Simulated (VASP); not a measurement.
Input:

```xyz
4
Lattice="4.7908 0.0000 0.0000 0.0000 4.7908 0.0000 0.0000 0.0000 4.7908" Properties=species:S:1:pos:R:3 pbc="T T T"
Ho     0.0000     0.0000     0.0000
Pb     0.0000     2.3954     2.3954
Pb     2.3954     0.0000     2.3954
Pb     2.3954     2.3954     0.0000
```

Computed with PBEsol GGA, VASP's PBE PAW potentials (set 64) (plane waves; VASP). Run with 480 eV cut-off, 6×6×6 Γ-centred mesh, first-order Methfessel-Paxton smearing of 0.10 eV, potentials Ho_3 Pb_d.

The 4f electrons are frozen in the core of the lanthanide potential, so 4f levels, which can set the real gap, and their magnetism are missing.

### Question
The ions, cell shape and volume at an external pressure of 1.0 GPa are relaxed. What does this cell relax into?

### Answer

```xyz
4
Lattice="4.7636 0.0000 0.0000 0.0000 4.7636 0.0000 0.0000 0.0000 4.7636" Properties=species:S:1:pos:R:3 pbc="T T T"
Ho     0.0000     0.0000     0.0000
Pb     0.0000     2.3818     2.3818
Pb     2.3818     0.0000     2.3818
Pb     2.3818     2.3818     0.0000
```
Space group Pm-3m (221), at a tolerance of 0.03 Å.

### Question
How do energy and volume change from the first to the last step?

### Answer
The energy (σ→0) changes by +1.4 meV/atom and the volume by -1.7 %, in 3 ionic steps.

| step | E(σ→0) (eV) | max force (eV/Å) | pressure (GPa) | volume (Å³) |
|---|---|---|---|---|
| 1 | -18.1618 | 0.000 | -0.04 | 109.95 |
| 2 | -18.1484 | 0.000 | 1.57 | 107.14 |
| 3 | -18.1561 | 0.000 | 1.00 | 108.10 |

The structure comes from a computed database's HoPb3 entry (Pm-3m); how it stands against other phases isn't given here. This run relaxes it under an external pressure of 1 GPa. Symmetry was kept, so distortions that lower it aren't found. The electron count is odd and the run is not spin-polarised, which forces a metal.
